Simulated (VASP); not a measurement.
Level of theory: r2SCAN meta-GGA, VASP's PBE PAW potentials (set 64) (plane waves; VASP).

VASP input:

**INCAR**
```
SYSTEM = ZnO
PREC = Accurate
ENCUT = 520
EDIFF = 1E-6
NELM = 100
ALGO = Normal
LREAL = .FALSE.
LASPH = .TRUE.
ISMEAR = 0
SIGMA = 0.05
METAGGA = R2SCAN
LMIXTAU = .TRUE.
LMAXMIX = 4
LWAVE = .FALSE.
LCHARG = .FALSE.
IBRION = 2
ISIF = 3
NSW = 60
EDIFFG = -0.02
```

File KPOINTS:
```
Automatic mesh
0
Gamma
7 7 4
0 0 0
```

### POSCAR
```
ZnO
1.0
  1.6218615238  -2.8091469972   0.0000000000
  1.6218615238   2.8091469972   0.0000000000
  0.0000000000   0.0000000000   5.2012397888
Zn O
2 2
Cartesian
  1.6218615238  -0.9363842052   2.6015050575
  1.6218615238   0.9363842052   0.0008851631
  1.6218615238  -0.9363842052   4.5866083306
  1.6218615238   0.9363842052   1.9859884362
```

POTCAR, in this order: Zn O (PBE.64 set). Program: vasp_std.

What VASP printed:

OUTCAR:
```
 ion  position               nearest neighbor table
   1  0.667  0.333  0.500-   4 1.97   4 1.97   4 1.97   3 1.99
   2  0.333  0.667  0.000-   3 1.97   3 1.97   3 1.97   4 1.99
   3  0.667  0.333  0.882-   2 1.97   2 1.97   2 1.97   1 1.99
   4  0.333  0.667  0.382-   1 1.97   1 1.97   1 1.97   2 1.99
  LATTYP: Found a hexagonal cell.
 ALAT       =     3.2437234244
 C/A-ratio  =     1.6034781972
 Subroutine PRICEL returns:
 Original cell was already a primitive cell.
 Subroutine GETGRP returns: Found 12 space group operations
The static configuration has the point symmetry C_3v.
 The point group associated with its full space group is C_6v.
The dynamic configuration has the point symmetry C_3v.
 Subroutine INISYM returns: Found 12 space group operations
 Subroutine IBZKPT returns following result:
 Found     24 irreducible k-points:

 Following reciprocal coordinates:
            Coordinates               Weight
  0.000000  0.000000  0.000000      1.000000
  0.142857  0.000000  0.000000      6.000000
  0.285714  0.000000  0.000000      6.000000
  0.428571  0.000000  0.000000      6.000000
  0.142857  0.142857  0.000000      6.000000
...
```

### OSZICAR
```
       N       E                     dE             d eps       ncg     rms          rms(c)
DAV:   1     0.268965523468E+03    0.26897E+03   -0.19484E+04  1056   0.245E+03
DAV:   2    -0.166344359527E+02   -0.28560E+03   -0.27583E+03  1164   0.452E+02
DAV:   3    -0.460556188259E+02   -0.29421E+02   -0.29243E+02  1206   0.156E+02
DAV:   4    -0.465857604766E+02   -0.53014E+00   -0.52943E+00  1206   0.223E+01
DAV:   5    -0.465895913060E+02   -0.38308E-02   -0.38307E-02  1176   0.181E+00    0.148E+01
DAV:   6    -0.378434692485E+02    0.87461E+01   -0.76077E+00  1740   0.733E+01    0.103E+01
DAV:   7    -0.357394407265E+02    0.21040E+01   -0.31727E+00  1056   0.173E+01    0.522E+00
DAV:   8    -0.390298382919E+02   -0.32904E+01   -0.91462E-01  1310   0.227E+01    0.134E+00
DAV:   9    -0.357651751691E+02    0.32647E+01   -0.91037E-01  1268   0.191E+01    0.116E+00
DAV:  10    -0.362926526870E+02   -0.52748E+00   -0.31994E-01  1056   0.586E+00    0.254E-01
DAV:  11    -0.362935845047E+02   -0.93182E-03   -0.93470E-03  1320   0.993E-01    0.398E-01
DAV:  12    -0.363069861084E+02   -0.13402E-01   -0.18230E-03  1248   0.130E+00    0.203E-01
DAV:  13    -0.363040243219E+02    0.29618E-02   -0.24964E-02  1068   0.626E+00    0.108E+00
DAV:  14    -0.363139373151E+02   -0.99130E-02   -0.64801E-03  1256   0.153E+00    0.106E+00
DAV:  15    -0.363168409363E+02   -0.29036E-02   -0.21815E-03  1200   0.555E-01    0.996E-01
DAV:  16    -0.363178807049E+02   -0.10398E-02   -0.42648E-04  1120   0.302E-01    0.983E-01
DAV:  17    -0.363173974518E+02    0.48325E-03   -0.92052E-04  1206   0.102E+00    0.750E-01
DAV:  18    -0.363168174192E+02    0.58003E-03   -0.69512E-04  1320   0.970E-01    0.495E-01
DAV:  19    -0.363166133711E+02    0.20405E-03   -0.84323E-04  1586   0.805E-01    0.257E-01
DAV:  20    -0.363166123862E+02    0.98491E-06   -0.29826E-04  1398   0.181E-01    0.194E-01
DAV:  21    -0.363166124473E+02   -0.61102E-07   -0.11722E-05  1236   0.310E-02    0.172E-01
DAV:  22    -0.363166497357E+02   -0.37288E-04   -0.32051E-05  1342   0.933E-02    0.107E-01
DAV:  23    -0.363166549131E+02   -0.51774E-05   -0.15238E-05  1564   0.969E-02    0.486E-02
DAV:  24    -0.363166604606E+02   -0.55475E-05   -0.15894E-05  1426   0.103E-01    0.964E-03
DAV:  25    -0.363166627188E+02   -0.22582E-05   -0.54639E-06  1056   0.245E-02    0.561E-03
DAV:  26    -0.363166626831E+02    0.35670E-07   -0.95784E-08   528   0.502E-03
   1 F= -.36316663E+02 E0= -.36316663E+02  d E =-.363167E+02
       N       E                     dE             d eps       ncg     rms          rms(c)
DAV:   1    -0.363250084517E+02   -0.83457E-02   -0.13779E-01  1254   0.718E+00    0.659E-01
DAV:   2    -0.363175876817E+02    0.74208E-02   -0.28665E-02  1356   0.352E+00    0.251E-01
DAV:   3    -0.363168030453E+02    0.78464E-03   -0.58724E-04  1396   0.685E-01    0.145E-01
DAV:   4    -0.363164795109E+02    0.32353E-03   -0.61541E-04  1498   0.489E-01    0.167E-02
DAV:   5    -0.363167079329E+02   -0.22842E-03   -0.54800E-04  1056   0.291E-01    0.164E-02
DAV:   6    -0.363167624876E+02   -0.54555E-04   -0.27612E-05  1068   0.491E-02    0.480E-03
DAV:   7    -0.363167576341E+02    0.48535E-05   -0.40150E-06  1110   0.309E-02    0.182E-03
DAV:   8    -0.363167683626E+02   -0.10729E-04   -0.30210E-06   784   0.232E-02    0.367E-03
DAV:   9    -0.363167592138E+02    0.91488E-05   -0.15889E-06   712   0.156E-02    0.454E-04
DAV:  10    -0.363167615952E+02   -0.23814E-05   -0.12517E-07   528   0.472E-03    0.446E-04
DAV:  11    -0.363167612153E+02    0.37980E-06   -0.26218E-08   528   0.208E-03
   2 F= -.36316761E+02 E0= -.36316761E+02  d E =-.985322E-04
       N       E                     dE             d eps       ncg     rms          rms(c)
DAV:   1    -0.363184746351E+02   -0.17130E-02   -0.29287E-02  1254   0.330E+00    0.306E-01
DAV:   2    -0.363170994319E+02    0.13752E-02   -0.62099E-03  1340   0.164E+00    0.115E-01
DAV:   3    -0.363169246549E+02    0.17478E-03   -0.12798E-04  1430   0.304E-01    0.664E-02
DAV:   4    -0.363167478857E+02    0.17677E-03   -0.13512E-04  1506   0.225E-01    0.741E-03
DAV:   5    -0.363168326890E+02   -0.84803E-04   -0.11501E-04  1056   0.131E-01    0.753E-03
DAV:   6    -0.363168364413E+02   -0.37524E-05   -0.50099E-06  1068   0.208E-02    0.247E-03
DAV:   7    -0.363168386595E+02   -0.22182E-05   -0.87484E-07   720   0.140E-02    0.912E-04
DAV:   8    -0.363168350012E+02    0.36583E-05   -0.57858E-07   546   0.155E-02    0.160E-03
DAV:   9    -0.363168377649E+02   -0.27637E-05   -0.16797E-07   528   0.908E-03    0.276E-04
DAV:  10    -0.363168377242E+02    0.40669E-07   -0.55050E-08   528   0.201E-03
   3 F= -.36316838E+02 E0= -.36316838E+02  d E =-.175041E-03
       N       E                     dE             d eps       ncg     rms          rms(c)
DAV:   1    -0.363173848128E+02   -0.54705E-03   -0.87106E-03  1254   0.180E+00    0.166E-01
DAV:   2    -0.363168501605E+02    0.53465E-03   -0.18334E-03  1348   0.892E-01    0.630E-02
DAV:   3    -0.363168022461E+02    0.47914E-04   -0.37224E-05  1428   0.169E-01    0.363E-02
DAV:   4    -0.363168124967E+02   -0.10251E-04   -0.39339E-05  1506   0.123E-01    0.417E-03
DAV:   5    -0.363168172161E+02   -0.47194E-05   -0.34336E-05  1056   0.727E-02    0.410E-03
DAV:   6    -0.363168225242E+02   -0.53081E-05   -0.15491E-06   684   0.119E-02    0.129E-03
DAV:   7    -0.363168208846E+02    0.16396E-05   -0.38845E-07   534   0.515E-03    0.488E-04
DAV:   8    -0.363168238550E+02   -0.29705E-05   -0.16246E-07   528   0.447E-03    0.681E-04
DAV:   9    -0.363168215183E+02    0.23367E-05   -0.51661E-08   528   0.274E-03    0.152E-04
DAV:  10    -0.363168221163E+02   -0.59792E-06   -0.64392E-09   528   0.107E-03
   4 F= -.36316822E+02 E0= -.36316822E+02  d E =-.159433E-03
```

File OUTCAR:
```
------------------------ aborting loop because EDIFF is reached ----------------------------------------
  FORCE on cell =-STRESS in cart. coord.  units (eV):
  Direction    XX          YY          ZZ          XY          YZ          ZX
  --------------------------------------------------------------------------------------
  Total       -0.0336615     -0.0336615      0.0254609      0.0000000      0.0000000      0.0000000
  in kB       -1.1338164     -1.1338168      0.8575953      0.0000000      0.0000000      0.0000000
  external PRESSURE =      -0.4700126 kB  Pullay stress =       0.0000000 kB
  volume of cell :       47.57
      direct lattice vectors                 reciprocal lattice vectors
     1.623472910 -2.811938001  0.000000000     0.307981733 -0.177813309  0.000000000
     1.623472910  2.811938001 -0.000000000     0.307981733  0.177813309 -0.000000000
     0.000000000  0.000000000  5.209793543     0.000000000  0.000000000  0.191946186
  FREE ENERGIE OF THE ION-ELECTRON SYSTEM (eV)
  ---------------------------------------------------
  free  energy   TOTEN  =       -36.3168221163 eV

  energy  without entropy=      -36.3168221163  energy(sigma->0) =      -36.31682212

 reached required accuracy - stopping structural energy minimisation
```
(Selected blocks of OUTCAR.)

CONTCAR:
```
ZnO
   1.00000000000000
     1.6234729095930978   -2.8119380005612200    0.0000000000000000
     1.6234729095930978    2.8119380005612200   -0.0000000000000000
     0.0000000000000000    0.0000000000000000    5.2097935430076578
  Zn              O
     2     2
Direct
     0.6666669999999968    0.3333330000000032    0.5002958915313858
     0.3333330000000032    0.6666669999999968    0.0002958915313858
     0.6666669999999968    0.3333330000000032    0.8817041084686192
     0.3333330000000032    0.6666669999999968    0.3817041084686192
```

The compound is ZnO in the wurtzite structure. This run relaxes it. Symmetry was kept, so distortions that lower it aren't found. The start is the result of an earlier pass.
